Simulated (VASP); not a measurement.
These are PBE GGA, VASP's PBE PAW potentials (set 64) (plane waves; VASP) values and carry that method's errors.

A VASP calculation is set up with these files.

File POSCAR:
```
Ba
4.3474480
 -0.5773502064   0.5773502064   0.5773502064
  0.5773502064  -0.5773502064   0.5773502064
  0.5773502064   0.5773502064  -0.5773502064
Ba
1
direct
  0.0000000000   0.0000000000   0.0000000000
```

**INCAR**
```
ALGO = Normal   ! blocked Davidson
LASPH = .TRUE.
LREAL = .FALSE.
SYSTEM = Ba
EDIFF = 1E-6   ! SCF stop (eV)
LMAXMIX = 4
PREC = Accurate
GGA = PE   ! PBE
LWAVE = .FALSE.
NELM = 100   ! most electronic steps
LCHARG = .FALSE.
SIGMA = 0.1   ! width (eV)
ENCUT = 400   ! plane-wave cut-off (eV)
ISIF = 2   ! forces and stress, cell fixed
ISMEAR = 1   ! Methfessel-Paxton
```

**KPOINTS**
```
Automatic mesh
0
Gamma
8 8 8
0 0 0
```

POTCAR, in this order: Ba_sv (PBE.64 set). Program: vasp_std.

Output of the run:

### OUTCAR
```
 ion  position               nearest neighbor table
   1  0.000  0.000  0.000-
  LATTYP: Found a body centered cubic cell.
 ALAT       =     5.0200000000
 Subroutine PRICEL returns:
 Original cell was already a primitive cell.
 Subroutine GETGRP returns: Found 48 space group operations
The static configuration has the point symmetry O_h .
The dynamic configuration has the point symmetry O_h .
 Subroutine INISYM returns: Found 48 space group operations
 Subroutine IBZKPT returns following result:
 Found     29 irreducible k-points:

 Following reciprocal coordinates:
            Coordinates               Weight
  0.000000  0.000000  0.000000      1.000000
  0.125000  0.000000  0.000000     12.000000
  0.250000  0.000000  0.000000     12.000000
  0.375000  0.000000  0.000000     12.000000
  0.500000  0.000000  0.000000      6.000000
  0.125000  0.125000  0.000000     24.000000
  0.250000  0.125000  0.000000     48.000000
  0.375000  0.125000  0.000000     48.000000
  0.250000  0.250000  0.000000     24.000000
  0.375000  0.250000  0.000000     24.000000
  0.125000  0.125000  0.125000      8.000000
  0.250000  0.125000  0.125000     24.000000
  0.375000  0.125000  0.125000     12.000000
 -0.125000  0.125000  0.125000      6.000000
  0.250000  0.250000  0.125000     24.000000
 -0.250000  0.250000  0.125000     24.000000
 -0.375000  0.375000  0.125000     24.000000
 -0.250000  0.375000  0.125000     24.000000
  0.500000  0.500000  0.125000     12.000000
 -0.375000  0.500000  0.125000     48.000000
 -0.375000 -0.375000  0.125000      8.000000
  0.250000  0.250000  0.250000      2.000000
 -0.250000  0.250000  0.250000      6.000000
 -0.375000  0.375000  0.250000     24.000000
  0.500000  0.500000  0.250000     12.000000
...
```

### OSZICAR
```
       N       E                     dE             d eps       ncg     rms          rms(c)
DAV:   1     0.534222282268E+02    0.53422E+02   -0.38191E+03   522   0.743E+02
DAV:   2     0.134628522330E+00   -0.53288E+02   -0.52775E+02   613   0.145E+02
DAV:   3    -0.186556691557E+01   -0.20002E+01   -0.19900E+01   649   0.318E+01
DAV:   4    -0.191078800059E+01   -0.45221E-01   -0.45212E-01   853   0.427E+00
DAV:   5    -0.191163069160E+01   -0.84269E-03   -0.84242E-03   703   0.282E-01    0.163E+00
DAV:   6    -0.191149224234E+01    0.13845E-03   -0.26276E-03   685   0.602E-01    0.975E-01
DAV:   7    -0.191202225321E+01   -0.53001E-03   -0.62993E-03   587   0.965E-01    0.405E-02
DAV:   8    -0.191219405413E+01   -0.17180E-03   -0.34256E-04   839   0.118E-01    0.259E-02
DAV:   9    -0.191220260136E+01   -0.85472E-05   -0.78163E-06   697   0.274E-02    0.833E-03
DAV:  10    -0.191220447385E+01   -0.18725E-05   -0.46233E-06   666   0.162E-02    0.191E-03
DAV:  11    -0.191220447208E+01    0.17703E-08   -0.38062E-07   348   0.671E-03
   1 F= -.19122045E+01 E0= -.19121126E+01  d E =-.275761E-03
```

### OUTCAR
```
------------------------ aborting loop because EDIFF is reached ----------------------------------------
  FORCE on cell =-STRESS in cart. coord.  units (eV):
  Direction    XX          YY          ZZ          XY          YZ          ZX
  --------------------------------------------------------------------------------------
  Total       -0.0045238     -0.0045238     -0.0045238     -0.0000000     -0.0000000      0.0000000
  in kB       -0.1145861     -0.1145861     -0.1145861     -0.0000000     -0.0000000      0.0000000
  external PRESSURE =      -0.1145861 kB  Pullay stress =       0.0000000 kB
  volume of cell :       63.25
      direct lattice vectors                 reciprocal lattice vectors
    -2.510000000  2.510000000  2.510000000     0.000000000  0.199203187  0.199203187
     2.510000000 -2.510000000  2.510000000     0.199203187  0.000000000  0.199203187
     2.510000000  2.510000000 -2.510000000     0.199203187  0.199203187  0.000000000
 POSITION                                       TOTAL-FORCE (eV/Angst)
 -----------------------------------------------------------------------------------
      0.00000      0.00000      0.00000         0.000000      0.000000     -0.000000
 -----------------------------------------------------------------------------------
    total drift:                                0.000000      0.000000      0.000000
  FREE ENERGIE OF THE ION-ELECTRON SYSTEM (eV)
  ---------------------------------------------------
  free  energy   TOTEN  =        -1.9122044721 eV

  energy  without entropy=       -1.9119287113  energy(sigma->0) =       -1.91211255
```
(Selected blocks of OUTCAR.)

The compound is Ba in the bcc structure. The cell was not relaxed at this level.
